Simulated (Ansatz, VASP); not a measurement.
# As18Cl (Cl adatom (on top)) in two plane-wave programs

One calculation is typed for both programs; each brings its own data sets. How far apart do they land? The cell is taken from a series of runs on this material, whose earlier steps may have relaxed, scaled, displaced or heated it; both programs get it as it stands.

Calculated with Ansatz 0.2.0; plane waves, with VASP 6.6.1 beside it; LDA.

## (1) Starting point

The cell holds 19 atoms: 18 As and 1 Cl. Cell: a = 10.633 Å, b = 10.633 Å, c = 35.000 Å, α = 90.0°, β = 90.0°, γ = 120.0°. It derives from As (As monolayer (from R-3m)), repeated 3×3×1. Vacuum lies along c. Nearest the centre at fractional (0.444, 0.556, 0.586): Cl19 at 1.27 Å, As10 at 2.32 Å, As17 at 4.19 Å, As11 at 4.19 Å, As18 at 4.21 Å, As12 at 4.21 Å, As16 at 4.22 Å, As4 at 4.24 Å.

## (2) Ansatz: single point, LDA

Ansatz runs on its default PAW (the set named soft_2) files.

With cell and atoms fixed, the geometry can't cause a difference; cores, projectors, grids and the points listed under the comparison can.

input.yaml reads:

```yaml
crystal:
  lattice:
    - [10.63319851, 0.0, 0.0]
    - [-5.31659926, 9.20862003, 0.0]
    - [0.0, 0.0, 35.0]
  atoms:
    - { symbol: As, position: [-0.00512565, -0.00715471, 0.47822857] }
    - { symbol: As, position: [0.10412662, 0.21057126, 0.51954903] }
    - { symbol: As, position: [-0.00488251, 0.32654694, 0.48094011] }
    - { symbol: As, position: [0.1047952, 0.54749736, 0.52131492] }
    - { symbol: As, position: [-0.0056861, 0.65673224, 0.48065114] }
    - { symbol: As, position: [0.10826538, 0.88481521, 0.51809421] }
    - { symbol: As, position: [0.32990974, -0.00722932, 0.47831596] }
    - { symbol: As, position: [0.43823754, 0.2105584, 0.51960875] }
    - { symbol: As, position: [0.32313252, 0.31431321, 0.48001458] }
    - { symbol: As, position: [0.44251558, 0.55315163, 0.52002988] }
    - { symbol: As, position: [0.3281797, 0.66416735, 0.48228754] }
    - { symbol: As, position: [0.43639681, 0.88561849, 0.52169733] }
    - { symbol: As, position: [0.66093909, -0.00976303, 0.48276829] }
    - { symbol: As, position: [0.77389652, 0.2160709, 0.52096491] }
    - { symbol: As, position: [0.66308355, 0.32647844, 0.48094701] }
    - { symbol: As, position: [0.77448807, 0.54754444, 0.52126482] }
    - { symbol: As, position: [0.66767014, 0.66399691, 0.48219712] }
    - { symbol: As, position: [0.78109297, 0.88554499, 0.52156828] }
    - { symbol: Cl, position: [0.50999984, 0.68934078, 0.57748497] }
  periodic: [true, true, false]
basis:
  ecutwfc: 420
  xc_grid: 2
hamiltonian:
  xc: lda
kpoints:
  mp_grid: { grid: [2, 2, 1] }
magnetization:
  spin_polarized: true
  initial_magnetization: 1
  spin_locking: { lock_magnetization: hard }
scf:
  occupations: { method: fermi_dirac, width: 0.01 }
  max_iter: 80
output:
  forces: true
  eigenvalues: true
checkpoint:
  write: "../q0_M1.point.lda.run"
  compress: false
  write_wavefunctions: false
  write_every: 100000
```

On the command line:

```sh
> ansatz run input.yaml --threads 4 --pin off --max-ram 9420MiB --backend cpu --events-out ev --progress --plain --runs-dir out
```

Numbers of over 12 decimals in the logs are rounded to 6 here.

The log of the run:

```text
Engine: ansatz 0.2.0, aarch64-unknown-linux-gnu
Pseudopotentials: kind: paw
Pseudopotential: As, paw, valence charge 15, recommended cutoff 420 eV (normal), As.paw.azcp
Pseudopotential: Cl, paw, valence charge 7, recommended cutoff 420 eV (normal), Cl.paw.azcp
Functional definition: SPW92
  exchange = slater_x
  correlation = pw_c
Crystal: 19 atoms, lattice volume = 3427.098 Å³
Basis set: ecut = 420 eV, 66855 PW (Γ), exchange–correlation on 144×144×480 points (8 copies of the dense FFT grid, shifted against one another)
Bands: 167, of which v1, the nominal top of the filled ones, is band 139 counted from 1 (138 counted from 0)
Symmetry: 1 space group operations
Space group: P1 (ITA 1), of the structure as read, at distance tolerance 1.5e-4 Å
Magnetic group: BNS 1.1 (UNI 1), of the structure as read, at distance tolerance 1.5e-4 Å
k-points: 4
Non-local potential: As, projectors of the file, l = 0: 2, l = 1: 2, l = 2: 3, l = 3: 1
Non-local potential: Cl, projectors of the file, l = 0: 2, l = 1: 2, l = 2: 2
PAW form: soft (Blöchl's): semilocal exchange-correlation on the pseudo side does not see the compensation charge
PAW frozen core: As, regenerated for the run's functional, and the local potential with it (the file was generated under x = pbe(κ = 0.804, μ = 0.219515), c = pbe(β = 0.066725))
PAW frozen core: Cl, regenerated for the run's functional, and the local potential with it (the file was generated under x = pbe(κ = 0.804, μ = 0.219515), c = pbe(β = 0.066725))
PAW one-centre angular grid: As, 590 points (default); XC on 64 Gauss nodes
PAW one-centre angular grid: Cl, 110 points (default); XC on 64 Gauss nodes
Initial density: superposition of atomic densities (neutral atoms: chi_scale 0, normalization atom)
Starting moments: Σ|m| = 1 μB on 19 of 19 sites
Initial wavefunctions: pseudopotential atomic-orbital guess
Functional: x = slater, c = lda
iter 1 solved again at ethr=1.26e-3 eV; its pass at ethr=3.10e-3 eV (dr2=3.50e0 eV) is discarded
SCF iter   1: F=—  HF=-86968.129251 eV  |F-HF|=—  |Δ(HF+E_count)|=         —  Δρ=5.35e-3 (↑5.35e-3 ↓5.20e-3)  dr2=3.49e0  dr2_m=1.01e-1  M=1.000 μB ∫|m|=1.013 μB  β_m=0.30  ethr=1.26e-3  ⟨swp⟩=3.4  Hψ=7480  notcnv=0
preconditioner: auto → Resta (q_TF=auto, 1.794 Å⁻¹)  ε∞=1.5  [insulator: Δε(μ)=0.293 eV  Ē_g=8.935 eV  σ=0.010 eV  W_gap=1.00  n_scr=300 (ndim 8)  ℏωp=6.2 eV  f_vac=0.825  D(μ)=0.00/eV (n_scr^D=0)  ε∞_Penn≈1.5  vacuum switching on, ρ_ref=5.8e-3 e/Å³]
spin=Collinear: Resta preconditioning applied to the charge; magnetization (m = ρ↑ − ρ↓) channel mixes plain (no charge-response kernel on spin).
SCF iter   2: F=—  HF=-86967.480139 eV  |F-HF|=—  |Δ(HF+E_count)|=   6.49e-1  Δρ=3.61e-3 (↑3.61e-3 ↓3.56e-3)  dr2=1.35e0  dr2_m=5.44e-2  M=1.000 μB ∫|m|=1.015 μB  β_m=0.49  ethr=1.26e-3  ⟨swp⟩=3.0  Hψ=2202  notcnv=0
SCF iter   3: F=—  HF=-86967.508318 eV  |F-HF|=—  |Δ(HF+E_count)|=   2.82e-2  Δρ=1.79e-3 (↑1.79e-3 ↓1.79e-3)  dr2=3.05e0  dr2_m=6.31e-3  M=1.000 μB ∫|m|=1.028 μB  β_m=0.38  ethr=4.89e-4  ⟨swp⟩=4.0  Hψ=2328  notcnv=0  defer=162
SCF iter   4: F=—  HF=-86967.166547 eV  |F-HF|=—  |Δ(HF+E_count)|=   3.42e-1  Δρ=6.10e-4 (↑5.92e-4 ↓6.10e-4)  dr2=1.19e-1  dr2_m=2.15e-3  M=1.000 μB ∫|m|=1.033 μB  β_m=0.36  ethr=4.89e-4  ⟨swp⟩=3.4  Hψ=1662  notcnv=0  defer=162
SCF iter   5: F=—  HF=-86967.153861 eV  |F-HF|=—  |Δ(HF+E_count)|=   1.27e-2  Δρ=2.66e-4 (↑2.66e-4 ↓2.54e-4)  dr2=5.62e-3  dr2_m=4.95e-4  M=1.000 μB ∫|m|=1.037 μB  β_m=0.40  ethr=4.31e-5  ⟨swp⟩=3.8  Hψ=2135  notcnv=0  defer=162
SCF iter   6: F=—  HF=-86967.154120 eV  |F-HF|=—  |Δ(HF+E_count)|=   2.58e-4  Δρ=1.36e-4 (↑1.21e-4 ↓1.36e-4)  dr2=1.34e-3  dr2_m=1.53e-4  M=1.000 μB ∫|m|=1.041 μB  β_m=0.43  ethr=2.03e-6  ⟨swp⟩=3.0  Hψ=1888  notcnv=0  defer=162
SCF iter   7: F=—  HF=-86967.154253 eV  |F-HF|=—  |Δ(HF+E_count)|=   1.34e-4  Δρ=4.68e-5 (↑4.68e-5 ↓4.18e-5)  dr2=8.91e-5  dr2_m=2.32e-5  M=1.000 μB ∫|m|=1.043 μB  β_m=0.50  ethr=4.82e-7  ⟨swp⟩=3.0  Hψ=1755  notcnv=0  defer=162
SCF iter   8: F=—  HF=-86967.154506 eV  |F-HF|=—  |Δ(HF+E_count)|=   2.53e-4  Δρ=1.28e-5 (↑1.12e-5 ↓1.28e-5)  dr2=1.77e-5  dr2_m=2.88e-6  M=1.000 μB ∫|m|=1.044 μB  β_m=0.50  ethr=3.22e-8  ⟨swp⟩=3.0  Hψ=2603  notcnv=0  defer=162
SCF iter   9: F=—  HF=-86967.154507 eV  |F-HF|=—  |Δ(HF+E_count)|=   6.06e-7  Δρ=5.78e-6 (↑5.75e-6 ↓5.78e-6)  dr2=4.14e-6  dr2_m=7.18e-7  M=1.000 μB ∫|m|=1.045 μB  β_m=0.50  ethr=6.40e-9  ⟨swp⟩=3.0  Hψ=1834  notcnv=0  defer=162
SCF iter  10: F=—  HF=-86967.154507 eV  |F-HF|=—  |Δ(HF+E_count)|=   1.43e-7  Δρ=3.15e-6 (↑3.15e-6 ↓2.57e-6)  dr2=5.31e-7  dr2_m=2.02e-7  M=1.000 μB ∫|m|=1.045 μB  β_m=0.53  ethr=1.49e-9  ⟨swp⟩=3.0  Hψ=1835  notcnv=0  defer=162
SCF iter  11: F=—  HF=-86967.154507 eV  |F-HF|=—  |Δ(HF+E_count)|=   1.70e-7  Δρ=1.18e-6 (↑1.18e-6 ↓1.17e-6)  dr2=7.62e-8  dr2_m=3.42e-8  M=1.000 μB ∫|m|=1.045 μB  β_m=0.51  ethr=3.61e-11  ⟨swp⟩=18.9  Hψ=8787  notcnv=0
[...]
E_ewald      = 245939.985422
  E_core_change = 37.544633  (= ΣΔE_core)
  E_smearing   = -0.000000  (= −TS)
  E_closure    = 0.000000  (closes the sum)
  Σ components = -86967.154507   (vs F -86967.154507, Δ=0.00e0)
--- Forces (eV/Å), atoms counted from 1 ---
  atom   1  As     0.01024420    -0.00093318     0.22277758
  atom   2  As     0.00400533     0.00529223    -0.21453595
  atom   3  As     0.00301732    -0.00405762     0.21647030
  atom   4  As     0.00435947     0.00800540    -0.21532360
  atom   5  As     0.00012632    -0.00095620     0.21765335
  atom   6  As     0.00080856     0.00275000    -0.21059477
  atom   7  As    -0.01495436     0.00146653     0.21839085
  atom   8  As    -0.00469476     0.00730836    -0.21604107
  atom   9  As    -0.00180245    -0.05929785     0.19566144
  atom  10  As    -0.00284066     0.08104316    -0.07745455
  atom  11  As    -0.00720443    -0.00192554     0.20020208
  atom  12  As     0.02430139    -0.02282613    -0.18225430
  atom  13  As     0.00039821    -0.00010004     0.20755141
  atom  14  As     0.00204966    -0.00080782    -0.21460146
  atom  15  As    -0.00088549    -0.00567505     0.21589608
  atom  16  As    -0.00448510     0.00757021    -0.21283143
  atom  17  As     0.00618301     0.00196620     0.20539185
  atom  18  As    -0.02481604    -0.02008145    -0.17986020
  atom  19  Cl     0.00618983     0.00125975    -0.17649593
  max |Σ_I F_I| component: 1.68e-6 eV/Å
--- Band table (eV; the first three rows and the last of 8) ---
  k-point 0 ↑: bands = [... 135 lower, -6.3944, -5.7969, -5.6954, -5.5501, -4.2663, -4.2225, -4.1674, -4.1176, ... 24 higher]
  k-point 1 ↑: bands = [... 135 lower, -6.2511, -6.2082, -6.1902, -5.3873, -3.7978, -3.5340, -3.4236, -3.1626, ... 24 higher]
  k-point 2 ↑: bands = [... 135 lower, -6.2576, -6.2334, -6.1013, -5.4756, -3.7379, -3.4612, -3.3907, -3.1431, ... 24 higher]
  k-point 3 ↓: bands = [... 135 lower, -6.2362, -6.2132, -6.0766, -5.2080, -3.7165, -3.4427, -3.3459, -3.1184, ... 24 higher]
  ° read free of the cell's end (the report's vacuum.weakly_bound_levels)
```

(Part 1 of 2 ends here.)

[Lines on the potential files, build, host, timing and source positions are cut from VASP's logs without a mark.]

[Logs are printed without paths, hosts, clocks, repeated set-up lines and the standing remarks that a program may print on its own settings, such as how far it seeks lower states.]

[Hosts, paths, dates, database ids (printed as entryN), source tags and the programs' standing remarks are cut or masked in the printed files.]
